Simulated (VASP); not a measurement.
# DyS2 (space group P4/nmm): computed properties

Level of theory: PBEsol GGA, VASP's PBE PAW potentials (set 64) (plane waves; VASP 6.6.1).

```
Item                                                                             Value
----------------------------------  --------------------------------------------------
space group                                                               P4/nmm (129)
cell                                a = b = 3.7940 Å, c = 7.8630 Å, α = β = γ = 90.00°
volume per atom                                                          18.86 Å³/atom
band gap (over mesh and band path)            none (metal, semimetal or under 0.01 eV)
band gap with spin-orbit coupling                                      none (metallic)
density                                                                     6.65 g/cm³
```

```xyz
6
Lattice="3.7940 0.0000 0.0000 0.0000 3.7940 0.0000 0.0000 0.0000 7.8630" Properties=species:S:1:pos:R:3 pbc="T T T"
Dy     0.0000     1.8970     5.7116
Dy     1.8970     0.0000     2.1514
S      0.0000     1.8970     2.8936
S      1.8970     3.7940     4.9694
S      0.0000     0.0000     0.0000
S      1.8970     1.8970     0.0000
```

The 4f electrons are frozen in the core of the lanthanide potential, so 4f levels, which can set the real gap, and their magnetism are missing.

The structure comes from a computed database's DyS2 entry (P4/nmm); how it stands against other phases isn't given here. It was relaxed first. Symmetry was kept, so distortions that lower it aren't found.
